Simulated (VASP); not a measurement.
Output of a VASP run:

File OSZICAR:
```
       N       E                     dE             d eps       ncg     rms          rms(c)
DAV:   1     0.162897733932E+03    0.16290E+03   -0.15557E+04  2054   0.414E+03
DAV:   2     0.122512277047E+02   -0.15065E+03   -0.14851E+03  2016   0.530E+02
DAV:   3    -0.843527928055E+01   -0.20687E+02   -0.20546E+02  2186   0.148E+02
DAV:   4    -0.908859975144E+01   -0.65332E+00   -0.65180E+00  2314   0.302E+01
DAV:   5    -0.910014192256E+01   -0.11542E-01   -0.11539E-01  2258   0.413E+00    0.292E+00
DAV:   6    -0.905704498993E+01    0.43097E-01   -0.19960E-02  2214   0.172E+00    0.175E+00
DAV:   7    -0.903125823762E+01    0.25787E-01   -0.48012E-02  2118   0.231E+00    0.153E-01
DAV:   8    -0.903293991394E+01   -0.16817E-02   -0.66846E-03  2360   0.132E+00    0.510E-02
DAV:   9    -0.903295458259E+01   -0.14669E-04   -0.29322E-04  2618   0.343E-01    0.199E-02
DAV:  10    -0.903299727414E+01   -0.42692E-04   -0.11552E-04  2148   0.140E-01    0.525E-03
DAV:  11    -0.903299879717E+01   -0.15230E-05   -0.10488E-05  2542   0.633E-02    0.218E-03
DAV:  12    -0.903299906219E+01   -0.26502E-06   -0.80744E-07  2144   0.128E-02    0.267E-04
DAV:  13    -0.903299901060E+01    0.51591E-07   -0.26549E-08  1402   0.227E-03
   1 F= -.93587257E+01 E0= -.93588022E+01  d E =0.229450E-03
```

OUTCAR:
```
------------------------ aborting loop because EDIFF is reached ----------------------------------------
 Edisp (eV)   -0.32573
  FORCE on cell =-STRESS in cart. coord.  units (eV):
  Direction    XX          YY          ZZ          XY          YZ          ZX
  --------------------------------------------------------------------------------------
  Total      -0.48428    -0.48428    -0.48428     0.00000     0.00000    -0.00000
  in kB     -15.98559   -15.98559   -15.98559     0.00000     0.00000    -0.00000
  external pressure =      -15.99 kB  Pullay stress =        0.00 kB
  volume of cell :       48.54
      direct lattice vectors                 reciprocal lattice vectors
     0.000000000  2.895237837  2.895237837    -0.172697384  0.172697384  0.172697384
     2.895237837  0.000000000  2.895237837     0.172697384 -0.172697384  0.172697384
     2.895237837  2.895237837  0.000000000     0.172697384  0.172697384 -0.172697384
 POSITION                                       TOTAL-FORCE (eV/Angst)
 -----------------------------------------------------------------------------------
      0.00000      0.00000      0.00000         0.000000      0.000000      0.000000
      1.44762      1.44762      1.44762        -0.000000     -0.000000     -0.000000
 -----------------------------------------------------------------------------------
    total drift:                                0.000000      0.000000      0.000000
  FREE ENERGIE OF THE ION-ELECTRON SYSTEM (eV)
  ---------------------------------------------------
  free  energy   TOTEN  =        -9.3587256910 eV

  energy  without entropy=       -9.3589551412  energy(sigma->0) =       -9.35880217
```
(Selected blocks of OUTCAR.)

File POSCAR:
```
Ge
1
    0.0000000000     2.8952378373     2.8952378373
    2.8952378373     0.0000000000     2.8952378373
    2.8952378373     2.8952378373     0.0000000000
Ge
2
Direct
  0.0000000000   0.0000000000   0.0000000000
  0.2500000000   0.2500000000   0.2500000000
```

**Question.** Write an INCAR and KPOINTS that could have produced this output.

**Answer.** This is not unique; one that fits is the input of the run itself, PBE GGA with D3 dispersion (zero damping), plane waves, VASP's PBE PAW potentials (set 64).

**INCAR**
```
SYSTEM  =  Ge
PREC  =  Accurate; ENCUT  =  520; LREAL  =  F
LASPH  =  T
EDIFF  =  1E-7; NELM  =  100; ALGO  =  Normal
LMAXMIX  =  4
ISMEAR  =  1; SIGMA  =  0.1
GGA  =  PE; IVDW  =  11
ISIF  =  2
LWAVE  =  F; LCHARG  =  F
```

KPOINTS:
```
Automatic
0
gamma
 11 11 11
0 0 0
```

POTCAR, in this order: Ge_d (PBE.64 set). Program: vasp_std.

The compound is Ge in the diamond structure. This cell is one point of a volume scan, at 1.03 of the reference volume.
